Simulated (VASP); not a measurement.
An input for Quantum ESPRESSO's pw.x (written as the equivalent of a VASP run, and not itself run):

```
&CONTROL
  calculation = 'vc-relax'
  pseudo_dir = './pseudo'
  outdir = './out'
  tprnfor = .true.
  tstress = .true.
  nstep = 60
  forc_conv_thr = 0.00039
/
&SYSTEM
  ibrav = 0
  nat = 8
  ntyp = 3
  ecutwfc = 86
  occupations = 'smearing'
  smearing = 'gaussian'
  degauss = 0.003675
  input_dft = 'pbesol'
/
&ELECTRONS
  conv_thr = 7.3e-08
  electron_maxstep = 100
/
&IONS
/
&CELL
/
ATOMIC_SPECIES
  Zn 65.380 Zn.upf
  Se 78.971 Se.upf
  S 32.060 S.upf
CELL_PARAMETERS angstrom
     0.0000000    2.8025000    2.8025000
     2.8025000    0.0000000    2.8025000
    11.2100000   11.2100000    0.0000000
ATOMIC_POSITIONS crystal
  Zn   0.0000000  0.0000000  0.0000000
  Zn   0.0000000  0.0000000  0.2500000
  Zn   0.0000000  0.0000000  0.5000000
  Zn   0.0000000  0.0000000  0.7500000
  Se   0.2500000  0.2500000  0.0625000
  Se   0.2500000  0.2500000  0.3125000
  Se   0.2500000  0.2500000  0.5625000
  S    0.2500000  0.2500000  0.8125000
K_POINTS automatic
  7 7 2 0 0 0
```

### Question
Translate this input to VASP (INCAR, KPOINTS, POSCAR, choice of POTCAR).

### Answer
This is not unique; one that fits is 
**INCAR**
```
SIGMA  =  0.05   # width (eV)
IBRION  =  2   # conjugate gradients
LCHARG  =  F
EDIFFG  =  -0.01   # ionic stop
LMAXMIX  =  4
ENCUT  =  400   # plane-wave cut-off (eV)
LREAL  =  F   # projection in real space or not
GGA  =  PS   # PBEsol
NELM  =  100   # most electronic steps
EDIFF  =  1E-6   # SCF stop (eV)
ISIF  =  3   # ions, shape and volume
LASPH  =  T   # aspherical one-centre terms
PREC  =  Accurate
NSW  =  60   # most ionic steps
SYSTEM  =  Zn4SSe3
ALGO  =  Normal
LWAVE  =  F
ISMEAR  =  0   # Gaussian
```

### POSCAR
```
Zn4SSe3
1
    0.0000000000     2.8025000000     2.8025000000
    2.8025000000     0.0000000000     2.8025000000
   11.2100000000    11.2100000000     0.0000000000
Zn Se S
4 3 1
Direct
  0.0000000000   0.0000000000   0.0000000000
  0.0000000000   0.0000000000   0.2500000000
  0.0000000000   0.0000000000   0.5000000000
  0.0000000000   0.0000000000   0.7500000000
  0.2500000000   0.2500000000   0.0625000000
  0.2500000000   0.2500000000   0.3125000000
  0.2500000000   0.2500000000   0.5625000000
  0.2500000000   0.2500000000   0.8125000000
```

### KPOINTS
```
kpoints
0
Gamma
 7 7 2
```

POTCAR, in this order: Zn Se S (PBE.64 set). Program: vasp_std.

Limits of the translation: the potentials are each code's own (VASP's PAW set, PseudoDojo norm-conserving files in pw.x), so ENCUT and ecutwfc are chosen apart and not converted; conv_thr bounds pw.x's estimated SCF error, while EDIFF bounds the energy change between steps; forc_conv_thr acts on force components and is met together with etot_conv_thr.

The structure was generated: Zn4SSe3 was put into an ordered model structure (R3m), which need not be its known phase. This run relaxes it. Symmetry was kept, so distortions that lower it aren't found.
